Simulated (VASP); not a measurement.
Cost and result of VASP (PAW) for the bulk modulus of CaSe (rock salt). Static lattice, third-order Birch-Murnaghan fit over five volumes. The cost counts the five points of the equation of state, each on the mesh and cut-off of its row, so the ratios hold those differences too. With PBEsol it took about 60 core-seconds. Costs are core time on shared hosts, one run each; read them as rough ratios.

Measured: 51.0 GPa (as given by S. C. Rakesh Roshan et al., ACS Applied Energy Materials (2021), arXiv:2110.13857).

```csv
level,k-mesh,cut-off (eV),bulk modulus (GPa),error (%),cost over PBEsol
LDA,8×8×8,520,57.1,+12.0,within a factor of 2
PBEsol,8×8×8,520,51.9,+1.7,reference
r2SCAN,8×8×8,520,51.8,+1.5,about 7 times
SCAN,8×8×8,520,53.8,+5.4,about 7 times
```

Within 3 % of the measurement lie PBEsol, r2SCAN; the cheapest of them is PBEsol.

Left out are levels that failed, ran on another kind of processor or have no fit band path; at most nine are shown.

The compound is CaSe in the rock salt structure.
